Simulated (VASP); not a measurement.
Computed with PBE GGA with D3 dispersion (zero damping), VASP's PBE PAW potentials (set 64) (plane waves; VASP 6.6.1).

The input files of a VASP run:

POSCAR:
```
TiCo
1
    2.9354615441     0.0000000000     0.0000000000
    0.0000000000     2.9354615441     0.0000000000
    0.0000000000     0.0000000000     2.9354615441
Ti Co
1 1
Direct
  0.0000000000   0.0000000000   0.0000000000
  0.5000000000   0.5000000000   0.5000000000
```

### KPOINTS
```
Automatic mesh
0
Gamma
12 12 12
0 0 0
```

### INCAR
```
SYSTEM  =  TiCo
PREC  =  Accurate; ENCUT  =  520; LREAL  =  .FALSE.
LASPH  =  .TRUE.
EDIFF  =  1E-7; NELM  =  100; ALGO  =  Normal
LMAXMIX  =  4
ISMEAR  =  1; SIGMA  =  0.1
GGA  =  PE; IVDW  =  11
ISIF  =  2
LWAVE  =  .FALSE.; LCHARG  =  .FALSE.
```

POTCAR, in this order: Ti_sv Co (PBE.64 set). Program: vasp_std.

Question: Estimate the energy per atom (σ→0), dispersion energy, band gap (on the k-mesh).

Answer: 
```json
{
  "energy per atom (σ→0)": "-8.256 eV/atom",
  "dispersion_energy": "-0.896 eV",
  "band gap (on the k-mesh)": "none (metal, semimetal or under 0.01 eV)"
}
```

### OSZICAR
```
...
DAV:  10    -0.156178914948E+02    0.15989E-01   -0.87174E-02  3544   0.376E+00    0.452E-01
DAV:  11    -0.156166587050E+02    0.12328E-02   -0.66121E-03  2904   0.991E-01    0.258E-01
DAV:  12    -0.156162206185E+02    0.43809E-03   -0.17863E-03  3680   0.377E-01    0.679E-02
DAV:  13    -0.156161748868E+02    0.45732E-04   -0.13279E-04  2788   0.119E-01    0.358E-02
DAV:  14    -0.156161669023E+02    0.79845E-05   -0.50852E-05  3404   0.669E-02    0.420E-03
DAV:  15    -0.156161670043E+02   -0.10200E-06   -0.14402E-06  2646   0.149E-02    0.123E-03
DAV:  16    -0.156161670933E+02   -0.89044E-07   -0.67183E-08  1594   0.328E-03
   1 F= -.16511912E+02 E0= -.16511431E+02  d E =-.144189E-02
```

The compound is TiCo in the CsCl type structure. It was relaxed first, which changed the volume by -5 %. The run is not spin-polarised, so no magnetic state was tried. The electron count is odd and the run is not spin-polarised, which forces a metal.
